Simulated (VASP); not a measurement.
Here is the system:

```
CELL_PARAMETERS angstrom
      2.13828    -5.94704     0.00000
      2.13828     5.94704     0.00000
      0.00000     0.00000     4.33353
ATOMIC_POSITIONS crystal
  In 0.39217 0.60783 0.25384
  In 0.60783 0.39217 0.75384
  Cl 0.15493 0.84507 0.26216
  Cl 0.84507 0.15493 0.76216
```

Computed with PBEsol GGA, VASP's PBE PAW potentials (set 64) (plane waves; VASP). Settings: 400 eV cut-off, 6×6×6 Γ-centred mesh, tetrahedra with Blöchl corrections, potentials In_d Cl.

Q: What does the run give for the energy per atom (σ→0)?

A: 
- energy per atom (σ→0): -3.259 eV/atom

Total energies compare only between runs with the same potentials, cut-off and functional.

The structure comes from a computed database's InCl entry (Cmc2_1); how it stands against other phases isn't given here. It was relaxed first, which changed the volume by -12 %.
